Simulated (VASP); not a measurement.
Here is the system:

```
CELL_PARAMETERS angstrom
      0.00000     3.38583     3.38583
      3.38583     0.00000     3.38583
      3.38583     3.38583     0.00000
ATOMIC_POSITIONS crystal
  K  0.00000 0.00000 0.00000
  Br 0.50000 0.50000 0.50000
```

All values below come from PBE GGA, VASP's PBE PAW potentials (set 64) (plane waves; VASP). Settings: 520 eV cut-off, 7×7×7 Γ-centred mesh, Gaussian smearing of 0.050 eV, potentials K_sv Br.

Q: The job: KBr (rock salt), 2 atoms, PBE, static run, 520 eV, 7×7×7 Γ-centred mesh. Roughly how much core time does it take on a busy server core?

A: About 10 core-seconds (one run on a shared machine, a rough figure). It had 20 irreducible k-points, 12 bands, up to 2106 plane waves and 14 electronic steps.

The compound is KBr in the rock salt structure. This cell is one point of a volume scan, at 1.03 of the reference volume.
